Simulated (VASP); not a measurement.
Input:

```
CsI
1.0
    4.97900     0.00000     0.00000
    0.00000     4.97900     0.00000
    0.00000     0.00000     4.97900
Cs I
1 1
Direct
  0.00000   0.00000   0.00000
  0.50000   0.50000   0.50000
```

The numbers are results of PBEsol GGA, VASP's PBE PAW potentials (set 64) (plane waves; VASP), not measurements. Run with 400 eV cut-off, 5×5×5 Γ-centred mesh, Gaussian smearing of 0.050 eV, potentials Cs_sv I.

Energy and stress use the plane-wave basis of the starting cell.

**Question.** The ions, cell shape and volume are relaxed. Which structure does the run end with?

**Answer.** 
```
CsI
1.0
    4.51691     0.00000     0.00000
    0.00000     4.51691     0.00000
    0.00000     0.00000     4.51691
Cs I
1 1
Direct
  0.00000   0.00000   0.00000
  0.50000   0.50000   0.50000
```
Space group Pm-3m (221), at a tolerance of 0.03 Å.

**Question.** How do energy and volume change from the first to the last step?

**Answer.** The energy (σ→0) changes by -116.0 meV/atom and the volume by -25.3 %, in 5 ionic steps.

The structure was generated: CsI was put into the CsCl type type (Pm-3m), which need not be its known phase. This run relaxes it. Symmetry was kept, so distortions that lower it aren't found.
